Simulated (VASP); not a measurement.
Calculation: PBE GGA, VASP's PBE PAW potentials (set 64) (plane waves; VASP).

The input files of a VASP run:

POSCAR:
```
Pd
1
    0.0000000000     1.9450000000     1.9450000000
    1.9450000000     0.0000000000     1.9450000000
    1.9450000000     1.9450000000     0.0000000000
Pd
1
Direct
  0.0000000000   0.0000000000   0.0000000000
```

KPOINTS:
```
Automatic mesh
0
Gamma
  12 12 12
```

**INCAR**
```
SYSTEM = Pd
PREC = Accurate; ENCUT = 400; LREAL = F
LASPH = T
EDIFF = 1E-6; NELM = 100; ALGO = Normal
LMAXMIX = 4
ISMEAR = 1; SIGMA = 0.1
GGA = PE
ISIF = 2
LWAVE = F; LCHARG = F
```

POTCAR, in this order: Pd (PBE.64 set). Program: vasp_std.

Output of the run:

### OSZICAR
```
       N       E                     dE             d eps       ncg     rms          rms(c)
DAV:   1     0.312845900561E+02    0.31285E+02   -0.46056E+03  1344   0.836E+02
DAV:   2    -0.519313605959E+01   -0.36478E+02   -0.34986E+02  1387   0.171E+02
DAV:   3    -0.549217541599E+01   -0.29904E+00   -0.29651E+00  1492   0.177E+01
DAV:   4    -0.549376649115E+01   -0.15911E-02   -0.15910E-02  1523   0.121E+00
DAV:   5    -0.549378286814E+01   -0.16377E-04   -0.16378E-04  1500   0.107E-01    0.779E+00
DAV:   6    -0.522414305297E+01    0.26964E+00   -0.11795E+00  1318   0.103E+01    0.380E+00
DAV:   7    -0.521110087197E+01    0.13042E-01   -0.16671E-02  1472   0.115E+00    0.195E+00
DAV:   8    -0.520730361235E+01    0.37973E-02   -0.23226E-03  1423   0.517E-01    0.133E-01
DAV:   9    -0.520723113571E+01    0.72477E-04   -0.34921E-04  1413   0.183E-01    0.213E-02
DAV:  10    -0.520723602586E+01   -0.48902E-05   -0.10782E-05  1404   0.331E-02    0.525E-03
DAV:  11    -0.520723561615E+01    0.40971E-06   -0.22791E-07   727   0.532E-03
   1 F= -.52072356E+01 E0= -.52065368E+01  d E =-.209652E-02
```

File OUTCAR:
```
------------------------ aborting loop because EDIFF is reached ----------------------------------------
  FORCE on cell =-STRESS in cart. coord.  units (eV):
  Direction    XX          YY          ZZ          XY          YZ          ZX
  --------------------------------------------------------------------------------------
  Total        0.6000034      0.6000034      0.6000034      0.0000000      0.0000000     -0.0000000
  in kB       65.3244122     65.3244122     65.3244122      0.0000000      0.0000000     -0.0000000
  external PRESSURE =      65.3244122 kB  Pullay stress =       0.0000000 kB
  volume of cell :       14.72
      direct lattice vectors                 reciprocal lattice vectors
     0.000000000  1.945000000  1.945000000    -0.257069409  0.257069409  0.257069409
     1.945000000  0.000000000  1.945000000     0.257069409 -0.257069409  0.257069409
     1.945000000  1.945000000  0.000000000     0.257069409  0.257069409 -0.257069409
 POSITION                                       TOTAL-FORCE (eV/Angst)
 -----------------------------------------------------------------------------------
      0.00000      0.00000      0.00000        -0.000000     -0.000000      0.000000
 -----------------------------------------------------------------------------------
    total drift:                                0.000000      0.000000      0.000000
  FREE ENERGIE OF THE ION-ELECTRON SYSTEM (eV)
  ---------------------------------------------------
  free  energy   TOTEN  =        -5.2072356162 eV

  energy  without entropy=       -5.2051390988  energy(sigma->0) =       -5.20653678
```
(Selected blocks of OUTCAR.)

File OUTCAR:
```
 val. band max:        9.7802217060   @ k =  -0.2500   0.4167   0.1667

 cond. band min:       9.7835901997   @ k =  -0.4167   0.3333   0.0833


 Fermi energy:         9.7804599080

 k-point     1 :       0.0000    0.0000    0.0000
  band No.  band energies     occupation
      1       2.6644      2.00000
      2       6.9618      2.00000
      3       6.9618      2.00000
      4       6.9618      2.00000
      5       8.5793      2.00000
      6       8.5793      2.00000
      7      27.0168      0.00000
      8      31.8095      0.00000
      9      31.8095      0.00000

 k-point     2 :       0.0833    0.0000    0.0000
  band No.  band energies     occupation
      1       2.9151      2.00000
      2       6.8759      2.00000
      3       7.0470      2.00000
      4       7.0470      2.00000
      5       8.5407      2.00000
      6       8.5407      2.00000
      7      27.2700      0.00000
      8      30.3143      0.00000
      9      32.0976      0.00000

 k-point     3 :       0.1667    0.0000    0.0000
  band No.  band energies     occupation
      1       3.5935      2.00000
      2       6.7276      2.00000
      3       7.2193      2.00000
      4       7.2193      2.00000
      5       8.5146      2.00000
      6       8.5146      2.00000
      7      27.0966      0.00000
      8      28.3341      0.00000
      9      32.8470      0.00000

 k-point     4 :       0.2500    0.0000    0.0000
  band No.  band energies     occupation
      1       4.3486      2.00000
      2       6.9367      2.00000
      3       7.2557      2.00000
      4       7.2557      2.00000
      5       8.7295      2.00000
      6       8.7295      2.00000
      7      24.3711      0.00000
      8      28.0691      0.00000
      9      33.4975      0.00000

 k-point     5 :       0.3333    0.0000    0.0000
  band No.  band energies     occupation
      1       4.6080      2.00000
      2       7.1190      2.00000
      3       7.1190      2.00000
...
```

The compound is Pd in the fcc structure. The cell was not relaxed at this level.
